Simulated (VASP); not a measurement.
Consider the following.

```
AgI
1.0
    2.34128    -4.05521     0.00000
    2.34128     4.05521     0.00000
    0.00000     0.00000     7.65221
Ag I
2 2
Direct
  0.66667   0.33333   0.50009
  0.33333   0.66667   0.00009
  0.66667   0.33333   0.87491
  0.33333   0.66667   0.37491
```

Method: PBE GGA, VASP's PBE PAW potentials (set 64) (plane waves; VASP 6.6.1). Settings: 520 eV cut-off, 5×5×3 Γ-centred mesh, Gaussian smearing of 0.050 eV, potentials Ag I.

Question: Estimate the energy per atom (σ→0).

Answer: 
The energy per atom (σ→0) is -2.394 eV/atom.

Total energies compare only between runs with the same potentials, cut-off and functional.

The compound is AgI in the wurtzite structure. It was relaxed first, which changed the volume by +6 %.
